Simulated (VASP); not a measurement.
## XPS shifts in Re3Pt2

Which atoms of Re3Pt2 bind their core electrons more tightly, and does the hole change the order?

Calculated with VASP 6.6.1; PBEsol; plane waves and PAW (Pt, Re), in the first sound run; inputs show where later runs differ.

### Step 1. Set-up

The cell holds 20 atoms: 8 Pt and 12 Re. Its edges and angles: a = 5.540 Å, b = 5.540 Å, c = 22.960 Å, α = 90.0°, β = 90.0°, γ = 60.0°. It derives from Re. Overlayer: added Pt, how one layer, both faces. Regions: layer 1, 4 atoms (4 Pt); layer 2, 4 atoms (4 Re); layer 3, 4 atoms (4 Re); other layers, 8 atoms (4 Re and 4 Pt). Vacuum lies along c.

### Step 2. Relaxation

The free atoms are relaxed first inside the given cell, which is kept (ISIF = 0), since core levels depend on the positions.

INCAR reads:

```
SYSTEM = Re3Pt2
PREC = Normal
ENCUT = 330
EDIFF = 1E-05
NELM = 100
ISMEAR = 0
SIGMA = 0.1
LREAL = Auto
ALGO = Fast
GGA = PS
NBANDS = 102
LASPH = .TRUE.
LWAVE = .FALSE.
LCHARG = .FALSE.
KPAR = 2
NCORE = 4
IBRION = 2
NSW = 50
ISIF = 0
EDIFFG = -0.05
```

POSCAR reads:

```
Re3Pt2
1.0
    5.5400000000      0.0000000000      0.0000000000
    2.7700000000      4.7977807370      0.0000000000
    0.0000000000      0.0000000000     22.9600000000
Pt Re
8 12
Selective dynamics
Direct
    0.0000000000      0.0000000000      0.6951219510  T T T
    0.5000000000      0.0000000000      0.6951219510  T T T
    0.0000000000      0.5000000000      0.6951219510  T T T
    0.5000000000      0.5000000000      0.6951219510  T T T
    0.0000000000      0.0000000000      0.3048780490  T T T
    0.5000000000      0.0000000000      0.3048780490  T T T
    0.0000000000      0.5000000000      0.3048780490  T T T
    0.5000000000      0.5000000000      0.3048780490  T T T
    0.8333333330      0.3333333330      0.5975609760  T T T
    0.3333333330      0.3333333330      0.5975609760  T T T
    0.8333333330      0.8333333330      0.5975609760  T T T
    0.3333333330      0.8333333330      0.5975609760  T T T
    0.0000000000      0.0000000000      0.5000000000  F F F
    0.5000000000      0.0000000000      0.5000000000  F F F
    0.0000000000      0.5000000000      0.5000000000  F F F
    0.5000000000      0.5000000000      0.5000000000  F F F
    0.8333333330      0.3333333330      0.4024390240  T T T
    0.3333333330      0.3333333330      0.4024390240  T T T
    0.8333333330      0.8333333330      0.4024390240  T T T
    0.3333333330      0.8333333330      0.4024390240  T T T
```

KPOINTS reads:

```
Automatic mesh
0
Gamma
4 4 1
0 0 0
```

The projector-augmented-wave data sets are Pt and Re (PBE family, release 64).

On the command line:

```bash
$ mpirun -np 8 vasp_std
```

Log:

```text
[banner, memory and clock lines left out]
running    8 mpi-ranks, on    1 nodes
 distrk:  each k-point on    4 cores,    2 groups
 distr:  one band on    4 cores,    1 groups

 POSCAR found type information on POSCAR PtRe
 POSCAR found :  2 types and      20 ions
|                                                                             |
|               ----> ADVICE to this user running VASP <----                  |
|                                                                             |
|     You enforced a specific xc type in the INCAR file but a different       |
|     [... a line on the potential file left out ...]
|     I HOPE YOU KNOW WHAT YOU ARE DOING!                                     |
|                                                                             |

 LDA part: xc-table for (Slater+PW92), standard interpolation
 POSCAR, INCAR and KPOINTS ok, starting setup
 FFT: planning ... GRIDC
 FFT: planning ... GRID_SOFT
 FFT: planning ... GRID
 WAVECAR not read
 entering main loop
       N       E                     dE             d eps       ncg     rms          rms(c)
DAV:   1     0.177367534743E+04    0.17737E+04   -0.46515E+04  1240   0.126E+03
DAV:   2     0.156389902272E+03   -0.16173E+04   -0.14676E+04  1520   0.132E+03
DAV:   3    -0.169056825472E+03   -0.32545E+03   -0.30265E+03  1544   0.478E+02
DAV:   4    -0.213103541472E+03   -0.44047E+02   -0.38291E+02  1360   0.189E+02
DAV:   5    -0.226530284958E+03   -0.13427E+02   -0.12668E+02  1624   0.476E+01    0.108E+02
RMM:   6    -0.248693318754E+03   -0.22163E+02   -0.16760E+02  1189   0.594E+01    0.615E+01
RMM:   7    -0.295119553080E+03   -0.46426E+02   -0.23038E+02  1368   0.119E+02    0.454E+01
RMM:   8    -0.226099919871E+03    0.69020E+02   -0.59654E+01  1049   0.719E+01    0.236E+01
RMM:   9    -0.213973945971E+03    0.12126E+02   -0.30077E+01  1103   0.297E+01    0.130E+01
RMM:  10    -0.211196265589E+03    0.27777E+01   -0.16222E+01  1194   0.151E+01    0.907E+00
RMM:  11    -0.211521786070E+03   -0.32552E+00   -0.23957E+00  1071   0.106E+01    0.641E+00
RMM:  12    -0.211509746205E+03    0.12040E-01   -0.30600E+00  1304   0.352E+00    0.419E+00
RMM:  13    -0.211438540401E+03    0.71206E-01   -0.17235E+00  1318   0.309E+00    0.227E+00
RMM:  14    -0.211500500980E+03   -0.61961E-01   -0.12461E+00  1403   0.211E+00    0.116E+00
RMM:  15    -0.211559765069E+03   -0.59264E-01   -0.52700E-01  1368   0.164E+00    0.144E+00
RMM:  16    -0.211598600955E+03   -0.38836E-01   -0.42672E-01  1380   0.107E+00    0.852E-01
RMM:  17    -0.211619885998E+03   -0.21285E-01   -0.22793E-01  1385   0.754E-01    0.311E-01
RMM:  18    -0.211635348666E+03   -0.15463E-01   -0.16803E-01  1341   0.655E-01    0.211E-01
RMM:  19    -0.211644995467E+03   -0.96468E-02   -0.99512E-02  1443   0.416E-01    0.211E-01
RMM:  20    -0.211651161737E+03   -0.61663E-02   -0.67651E-02  1341   0.355E-01    0.181E-01
RMM:  21    -0.211654281601E+03   -0.31199E-02   -0.39394E-02  1171   0.396E-01    0.796E-02
RMM:  22    -0.211657435054E+03   -0.31535E-02   -0.31603E-02  1243   0.306E-01    0.105E-01
RMM:  23    -0.211659451529E+03   -0.20165E-02   -0.20632E-02  1061   0.174E-01    0.876E-02
RMM:  24    -0.211661052878E+03   -0.16013E-02   -0.15832E-02  1022   0.132E-01    0.428E-02
RMM:  25    -0.211662136889E+03   -0.10840E-02   -0.10382E-02   827   0.142E-01    0.627E-02
RMM:  26    -0.211662955154E+03   -0.81826E-03   -0.79058E-03   828   0.142E-01    0.652E-02
RMM:  27    -0.211663549278E+03   -0.59412E-03   -0.56812E-03   756   0.147E-01    0.373E-02
RMM:  28    -0.211663966573E+03   -0.41729E-03   -0.41450E-03   746   0.156E-01    0.176E-02
RMM:  29    -0.211664297623E+03   -0.33105E-03   -0.31979E-03   770   0.156E-01    0.325E-02
RMM:  30    -0.211664538769E+03   -0.24115E-03   -0.23187E-03   763   0.142E-01    0.192E-02
RMM:  31    -0.211664725906E+03   -0.18714E-03   -0.17508E-03   752   0.138E-01    0.155E-02
RMM:  32    -0.211664877318E+03   -0.15141E-03   -0.13036E-03   745   0.141E-01    0.973E-03
RMM:  33    -0.211664985193E+03   -0.10787E-03   -0.98387E-04   704   0.127E-01    0.162E-02
RMM:  34    -0.211665062357E+03   -0.77165E-04   -0.75277E-04   720   0.132E-01    0.131E-02
RMM:  35    -0.211665121678E+03   -0.59321E-04   -0.56752E-04   689   0.122E-01    0.947E-03
RMM:  36    -0.211665165911E+03   -0.44233E-04   -0.42622E-04   664   0.115E-01    0.851E-03
RMM:  37    -0.211665203053E+03   -0.37142E-04   -0.32766E-04   648   0.116E-01    0.935E-03
RMM:  38    -0.211665227299E+03   -0.24246E-04   -0.23624E-04   619   0.110E-01    0.179E-02
RMM:  39    -0.211665248035E+03   -0.20736E-04   -0.19402E-04   614   0.118E-01    0.290E-02
RMM:  40    -0.211665263299E+03   -0.15265E-04   -0.14266E-04   621   0.117E-01    0.257E-02
RMM:  41    -0.211665275067E+03   -0.11768E-04   -0.11309E-04   599   0.111E-01    0.341E-02
RMM:  42    -0.211665283435E+03   -0.83679E-05   -0.78479E-05   589   0.112E-01
   1 F= -.21166528E+03 E0= -.21159239E+03  d E =-.211665E+03
 curvature:   0.00 expect dE= 0.000E+00 dE for cont linesearch  0.000E+00
 trial: gam= 0.00000 g(F)=  0.164E+00 g(S)=  0.000E+00 ort = 0.000E+00 (trialstep = 0.100E+01)
 search vector abs. value=  0.164E+00
 bond charge predicted
       N       E                     dE             d eps       ncg     rms          rms(c)
DAV:   1    -0.211599689578E+03    0.65585E-01   -0.39873E+01  1192   0.167E+01    0.195E+00
RMM:   2    -0.211760592366E+03   -0.16090E+00   -0.14223E+00   941   0.140E+01    0.195E+00
RMM:   3    -0.211809503905E+03   -0.48912E-01   -0.68885E-01  1164   0.314E+00    0.114E+00
RMM:   4    -0.211811913796E+03   -0.24099E-02   -0.13278E-01  1158   0.138E+00    0.123E+00
RMM:   5    -0.211811467815E+03    0.44598E-03   -0.30538E-02  1211   0.601E-01    0.111E+00
RMM:   6    -0.211810997662E+03    0.47015E-03   -0.42631E-02  1140   0.959E-01    0.619E-01
RMM:   7    -0.211816644495E+03   -0.56468E-02   -0.20533E-02  1161   0.547E-01    0.594E-01
RMM:   8    -0.211808178848E+03    0.84656E-02   -0.15411E-02  1157   0.502E-01    0.190E-01
RMM:   9    -0.211807830011E+03    0.34884E-03   -0.79450E-03  1162   0.283E-01    0.582E-02
RMM:  10    -0.211807887349E+03   -0.57338E-04   -0.68910E-04  1146   0.108E-01    0.374E-02
RMM:  11    -0.211807911701E+03   -0.24352E-04   -0.26725E-04  1000   0.642E-02    0.256E-02
RMM:  12    -0.211807916880E+03   -0.51789E-05   -0.51471E-05   619   0.861E-02
   2 F= -.21180792E+03 E0= -.21173794E+03  d E =-.142633E+00
[...]
3 F= -.21200850E+03 E0= -.21193716E+03  d E =-.343213E+00
[...]
4 F= -.21200809E+03 E0= -.21193409E+03  d E =-.342803E+00
[...]
5 F= -.21200912E+03 E0= -.21193609E+03  d E =-.343833E+00
[...]
6 F= -.21201126E+03 E0= -.21193516E+03  d E =-.214332E-02
 trial-energy change:   -0.002143  1 .order   -0.002358   -0.052635    0.047919
 step:   0.8375(harm=  0.8427)  dis= 0.01265  next Energy=  -212.022778 (dE=-0.137E-01)
 bond charge predicted
       N       E                     dE             d eps       ncg     rms          rms(c)
DAV:   1    -0.212008785161E+03    0.24724E-02   -0.37851E+00  1220   0.689E+00    0.101E+00
RMM:   2    -0.212013810965E+03   -0.50258E-02   -0.57865E-02   876   0.410E+00    0.115E+00
RMM:   3    -0.212022510474E+03   -0.86995E-02   -0.92909E-02  1153   0.994E-01    0.845E-01
RMM:   4    -0.212023090570E+03   -0.58010E-03   -0.11496E-02  1157   0.301E-01    0.865E-01
RMM:   5    -0.212023069405E+03    0.21166E-04   -0.26863E-03  1137   0.211E-01    0.803E-01
RMM:   6    -0.212022562623E+03    0.50678E-03   -0.14650E-03  1125   0.176E-01    0.609E-01
RMM:   7    -0.212023225978E+03   -0.66335E-03   -0.38790E-03  1178   0.350E-01    0.250E-01
RMM:   8    -0.212022812747E+03    0.41323E-03   -0.43159E-04   885   0.191E-01    0.199E-01
RMM:   9    -0.212022588114E+03    0.22463E-03   -0.68932E-04  1064   0.134E-01    0.111E-01
RMM:  10    -0.212022497094E+03    0.91020E-04   -0.16142E-04   722   0.770E-02    0.777E-02
RMM:  11    -0.212022496807E+03    0.28756E-06   -0.45734E-05   579   0.790E-02
   7 F= -.21202250E+03 E0= -.21194862E+03  d E =-.133808E-01
 curvature:  -0.49 expect dE=-0.258E-05 dE for cont linesearch -0.933E-07
 trial: gam=-0.00641 g(F)=  0.529E-05 g(S)=  0.000E+00 ort = 0.851E-04 (trialstep = 0.146E+01)
 search vector abs. value=  0.575E-05
 reached required accuracy - stopping structural energy minimisation
```

The job ended after 1.7 min (8 MPI ranks of Intel Xeon 6975P-C (Granite Rapids), shared host; peak memory 1.5 GiB).

Lines that name or quote the potential files are left out of all logs, and their timing lines are given in words.

Parts of OUTCAR (step 2):

```text
ion  position               nearest neighbor table
   1  0.000  0.000  0.695-  12 2.75   9 2.75  11 2.75   2 2.77   2 2.77   3 2.77   4 2.77   3 2.77
                             4 2.77
   2  0.500  0.000  0.695-  11 2.75  10 2.75  12 2.75   1 2.77   1 2.77   3 2.77   4 2.77   4 2.77
                             3 2.77
   3  0.000  0.500  0.695-  10 2.75  11 2.75   9 2.75   4 2.77   4 2.77   1 2.77   2 2.77   2 2.77
                             1 2.77
   4  0.500  0.500  0.695-   9 2.75  12 2.75  10 2.75   3 2.77   3 2.77   1 2.77   2 2.77   1 2.77
                             2 2.77
   5  0.000  0.000  0.305-  20 2.75  17 2.75  19 2.75   6 2.77   6 2.77   7 2.77   8 2.77   7 2.77
                             8 2.77
   6  0.500  0.000  0.305-  19 2.75  18 2.75  20 2.75   5 2.77   5 2.77   7 2.77   8 2.77   8 2.77
                             7 2.77
   7  0.000  0.500  0.305-  18 2.75  19 2.75  17 2.75   8 2.77   8 2.77   5 2.77   6 2.77   6 2.77
                             5 2.77
   8  0.500  0.500  0.305-  17 2.75  20 2.75  18 2.75   7 2.77   7 2.77   5 2.77   6 2.77   5 2.77
                             6 2.77
   9  0.833  0.333  0.598-   4 2.75   1 2.75   3 2.75  16 2.75  13 2.75  15 2.75  10 2.77  10 2.77
                            11 2.77  12 2.77  11 2.77  12 2.77
  10  0.333  0.333  0.598-   3 2.75   2 2.75   4 2.75  15 2.75  14 2.75  16 2.75   9 2.77   9 2.77
                            11 2.77  12 2.77  12 2.77  11 2.77
  11  0.833  0.833  0.598-   2 2.75   3 2.75   1 2.75  14 2.75  15 2.75  13 2.75  12 2.77  12 2.77
                             9 2.77  10 2.77  10 2.77   9 2.77
  12  0.333  0.833  0.598-   1 2.75   4 2.75   2 2.75  13 2.75  16 2.75  14 2.75  11 2.77  11 2.77
                             9 2.77  10 2.77   9 2.77  10 2.77
  13  0.000  0.000  0.500-  12 2.75  20 2.75  17 2.75   9 2.75  19 2.75  11 2.75  14 2.77  14 2.77
                            15 2.77  16 2.77  15 2.77  16 2.77
  14  0.500  0.000  0.500-  11 2.75  19 2.75  18 2.75  10 2.75  12 2.75  20 2.75  13 2.77  13 2.77
                            15 2.77  16 2.77  16 2.77  15 2.77
  15  0.000  0.500  0.500-  10 2.75  18 2.75  11 2.75  19 2.75   9 2.75  17 2.75  16 2.77  16 2.77
                            13 2.77  14 2.77  14 2.77  13 2.77
  16  0.500  0.500  0.500-   9 2.75  17 2.75  12 2.75  20 2.75  18 2.75  10 2.75  15 2.77  15 2.77
                            13 2.77  14 2.77  13 2.77  14 2.77
  17  0.833  0.333  0.402-   8 2.75   5 2.75   7 2.75  16 2.75  13 2.75  15 2.75  18 2.77  18 2.77
                            19 2.77  20 2.77  19 2.77  20 2.77
  18  0.333  0.333  0.402-   7 2.75   6 2.75   8 2.75  15 2.75  14 2.75  16 2.75  17 2.77  17 2.77
                            19 2.77  20 2.77  20 2.77  19 2.77
  19  0.833  0.833  0.402-   6 2.75   7 2.75   5 2.75  14 2.75  15 2.75  13 2.75  20 2.77  20 2.77
                            17 2.77  18 2.77  18 2.77  17 2.77
  20  0.333  0.833  0.402-   5 2.75   8 2.75   6 2.75  13 2.75  16 2.75  14 2.75  19 2.77  19 2.77
                            17 2.77  18 2.77  17 2.77  18 2.77

  LATTYP: Found a hexagonal cell.
 ALAT       =     5.5400000000
 C/A-ratio  =     4.1444043321

 Subroutine GETGRP returns: Found 12 space group operations
 (whereof 12 operations were pure point group operations)

The static configuration has the point symmetry D_3h.

 Found      4 irreducible k-points:

   k-points           NKPTS =      4   k-points in BZ     NKDIM =      4   number of bands    NBANDS=    102

   dimension x,y,z NGX =    28 NGY =   28 NGZ =  108
   dimension x,y,z NGXF=    56 NGYF=   56 NGZF=  216

   ENCUT  =  330.0 eV  24.25 Ry    4.92 a.u.   8.21  8.21 34.01*2*pi/ulx,y,z

   NELECT =     164.0000    total number of electrons

 k-points in reciprocal lattice and weights: Automatic mesh
   0.00000000  0.00000000  0.00000000       0.062
   0.25000000  0.00000000  0.00000000       0.375
   0.50000000  0.00000000  0.00000000       0.188
   0.50000000  0.25000000  0.00000000       0.375

 average (electrostatic) potential at core
       1 -72.2718       2 -72.2718       3 -72.2718       4 -72.2718       5 -72.2718
       6 -72.2718       7 -72.2718       8 -72.2718       9 -45.3560      10 -45.3560
      11 -45.3560      12 -45.3560      13 -44.9532      14 -44.9532      15 -44.9532
      16 -44.9532      17 -45.3560      18 -45.3560      19 -45.3560      20 -45.3560

 E-fermi :   1.7369

 k-point     1 :       0.0000    0.0000    0.0000
  band No.  band energies     occupation
    ...
     68       0.8542      2.00000
     69       0.8542      2.00000
     70       0.9523      2.00000
     71       0.9523      2.00000
     72       1.5900      1.96226
     73       1.8313      0.18192
     74       1.8313      0.18192
     75       1.8313      0.18192
     76       1.8565      0.09097
     77       1.8565      0.09097
    ...

 k-point     2 :       0.2500    0.0000    0.0000
  band No.  band energies     occupation
    ...
     76       1.0294      2.00000
     77       1.1131      2.00000
     78       1.2260      2.00000
     79       1.2533      2.00000
     80       1.6462      1.80078
     81       2.0202      0.00006
     82       2.0202      0.00006
     83       2.2332      0.00000
     84       2.3341      0.00000
     85       2.3341      0.00000
    ...

 k-point     3 :       0.5000    0.0000    0.0000
  band No.  band energies     occupation
    ...
     82       1.6516      1.77220
     83       1.6773      1.60111
     84       1.6773      1.60111
     85       1.7525      0.82586
     86       1.7525      0.82586
     87       1.8338      0.17053
     88       1.8338      0.17053
     89       2.4813      0.00000
     90       2.4813      0.00000
     91       2.8812      0.00000
    ...

  energy-cutoff  :      330.00
  volume of cell :      610.27
      direct lattice vectors                 reciprocal lattice vectors
     5.540000000  0.000000000  0.000000000     0.180505415 -0.104214850  0.000000000
     2.770000000  4.797780737  0.000000000     0.000000000  0.208429700  0.000000000
     0.000000000  0.000000000 22.960000000     0.000000000  0.000000000  0.043554007

 POSITION                                       TOTAL-FORCE (eV/Angst)
 -----------------------------------------------------------------------------------
      0.00000      0.00000     15.84066         0.000000     -0.000000      0.003597
      2.77000      0.00000     15.84066         0.000000      0.000000      0.003597
      1.38500      2.39889     15.84066         0.000000      0.000000      0.003597
      4.15500      2.39889     15.84066         0.000000      0.000000      0.003597
      0.00000      0.00000      7.11934         0.000000      0.000000     -0.003597
      2.77000      0.00000      7.11934         0.000000      0.000000     -0.003597
      1.38500      2.39889      7.11934        -0.000000      0.000000     -0.003597
      4.15500      2.39889      7.11934         0.000000      0.000000     -0.003597
      5.54000      1.59926     13.66132        -0.000000     -0.000000     -0.000871
      2.77000      1.59926     13.66132        -0.000000      0.000000     -0.000871
      6.92500      3.99815     13.66132        -0.000000     -0.000000     -0.000871
      4.15500      3.99815     13.66132        -0.000000     -0.000000     -0.000871
      0.00000      0.00000     11.48000         0.000000     -0.000000     -0.000000
      2.77000      0.00000     11.48000         0.000000     -0.000000     -0.000000
      1.38500      2.39889     11.48000         0.000000     -0.000000     -0.000000
      4.15500      2.39889     11.48000         0.000000     -0.000000     -0.000000
      5.54000      1.59926      9.29868        -0.000000     -0.000000      0.000871
      2.77000      1.59926      9.29868         0.000000      0.000000      0.000871
      6.92500      3.99815      9.29868        -0.000000     -0.000000      0.000871
      4.15500      3.99815      9.29868        -0.000000     -0.000000      0.000871
 -----------------------------------------------------------------------------------
    total drift:                                0.000001      0.000000     -0.000000

  FREE ENERGIE OF THE ION-ELECTRON SYSTEM (eV)
  ---------------------------------------------------
  free  energy   TOTEN  =      -212.0224968069 eV

  energy  without entropy=     -211.8747374065  energy(sigma->0) =     -211.94861711

 reached required accuracy - stopping structural energy minimisation

[... 1 further part left out ...]
```

CONTCAR:

```
Re3Pt2
   1.00000000000000
     5.5400000000000000    0.0000000000000000    0.0000000000000000
     2.7700000000000000    4.7977807370000001    0.0000000000000000
     0.0000000000000000    0.0000000000000000   22.9600000000000009
  Pt              Re
     8    12
Selective dynamics
Direct
     0.0000000000000000    0.0000000000000000    0.6899240453718869   T   T   T
     0.5000000000000000    0.0000000000000000    0.6899240453718869   T   T   T
     0.0000000000000000    0.5000000000000000    0.6899240453718869   T   T   T
     0.5000000000000000    0.5000000000000000    0.6899240453718869   T   T   T
     0.0000000000000000    0.0000000000000000    0.3100759546281131   T   T   T
     0.5000000000000000    0.0000000000000000    0.3100759546281131   T   T   T
     0.0000000000000000    0.5000000000000000    0.3100759546281131   T   T   T
     0.5000000000000000    0.5000000000000000    0.3100759546281131   T   T   T
     0.8333333329999988    0.3333333329999988    0.5950050472169877   T   T   T
     0.3333333329999988    0.3333333329999988    0.5950050472169877   T   T   T
     0.8333333329999988    0.8333333329999988    0.5950050472169877   T   T   T
     0.3333333329999988    0.8333333329999988    0.5950050472169877   T   T   T
     0.0000000000000000    0.0000000000000000    0.5000000000000000   F   F   F
     0.5000000000000000    0.0000000000000000    0.5000000000000000   F   F   F
     0.0000000000000000    0.5000000000000000    0.5000000000000000   F   F   F
     0.5000000000000000    0.5000000000000000    0.5000000000000000   F   F   F
     0.8333333329999988    0.3333333329999988    0.4049949527830123   T   T   T
     0.3333333329999988    0.3333333329999988    0.4049949527830123   T   T   T
     0.8333333329999988    0.8333333329999988    0.4049949527830123   T   T   T
     0.3333333329999988    0.8333333329999988    0.4049949527830123   T   T   T
```

The PAW data sets were made with PBE, which is usual practice but a small mismatch for other functionals. The data set Re keeps the semicore shell frozen, which is cheaper and a little less accurate. The run keeps the 12 symmetry operations of its start, so it cannot find a distortion of lower symmetry.

(Part 1 of 4 ends here.)

[Lines on the potential files, build, host, timing and source positions are cut from VASP's logs without a mark.]

[Logs are printed without paths, hosts, clocks, repeated set-up lines and the standing remarks that a program may print on its own settings, such as how far it seeks lower states.]

[Hosts, paths, dates, database ids (printed as entryN), source tags and the programs' standing remarks are cut or masked in the printed files.]
